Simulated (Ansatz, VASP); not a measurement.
Ta2SiO2: VASP beside Ansatz

Contents of INCAR:

```
SYSTEM = Ta2SiO2
PREC = Accurate ; ENCUT = 600
EDIFF = 1E-7 ; ISMEAR = 0
SIGMA = 0.1 ; LREAL = .FALSE.
LASPH = .TRUE. ; NELM = 100
ALGO = Normal ; ISIF = 3
LWAVE = .FALSE. ; LCHARG = .FALSE.
GGA = PE ; IBRION = 2
NSW = 100 ; EDIFFG = -0.01
```

Contents of KPOINTS:

```
regular mesh
0
G
  12 12 4
  0 0 0
```

The input POSCAR:

```
Ta2SiO2
1.0
    2.9207084968      0.0000000000      0.0000000000
   -1.4603542484      2.5294077553      0.0000000000
    0.0000000000      0.0000000000      9.6836454759
Ta Si O
2 1 2
Direct
    0.6666666667      0.3333333333      0.6272995054
    0.3333333333      0.6666666667      0.3727004946
    0.0000000000      0.0000000000      0.0000000000
    0.3333333333      0.6666666667      0.7593873970
    0.6666666667      0.3333333333      0.2406126030
```

Input for Ansatz:

```yaml
crystal:
  lattice:
    - [2.9207084968, 0.0, 0.0]
    - [-1.4603542484, 2.5294077553, 0.0]
    - [0.0, 0.0, 9.6836454759]
  atoms:
    - { symbol: Ta, position: [0.6666666667, 0.3333333333, 0.6272995054] }
    - { symbol: Ta, position: [0.3333333333, 0.6666666667, 0.3727004946] }
    - { symbol: Si, position: [0.0, 0.0, 0.0] }
    - { symbol: O, position: [0.3333333333, 0.6666666667, 0.759387397] }
    - { symbol: O, position: [0.6666666667, 0.3333333333, 0.240612603] }
basis:
  ecutwfc: 420
kpoints:
  mp_grid: { grid: [12, 12, 4] }
hamiltonian:
  xc: pbe
scf:
  occupations: { method: gaussian, width: 0.1 }
output:
  forces: true
  stress: true
  eigenvalues: true
relax:
  adjacent_minimum: "off"
  f_tol: 0.01
  max_steps: 80
  cell: { stress_tol: 0.05 }
```

Alike in both runs: task relaxation of cell and atoms; functional PBE; k mesh 12 × 12 × 4; occupations gaussian, width 0.1 eV; no spin polarisation.

|  | VASP | Ansatz |
| --- | --- | --- |
| version | VASP 6.6.1 | Ansatz 0.2.0 |
| potentials or method | VASP PAW PBE potentials, release 64 (Ta_pv, Si, O) | scalar-relativistic, plane waves, PAW |
| plane-wave cutoff (eV) | 600 | 420 |
| valence electrons in the cell | 38 | 42 |

Ansatz gave:

* gap on the k mesh at the Fermi level, each at its own relaxed structure (eV): none
* relaxed volume (Å³/atom): 14.20
* relaxed cell length with the largest relative difference (Å): 9.635

Task: Estimate VASP's values.

Result: gap on the k mesh at the Fermi level, each at its own relaxed structure (eV): none; relaxed volume (Å³/atom): 14.14; relaxed cell length with the largest relative difference (Å): 9.600.

A gap of «none» marks a metal or a gap that the smearing closes. The two sets of potentials don't hold the same shells in valence.

The runs have no spin-orbit coupling, so splittings on Ta are missing.
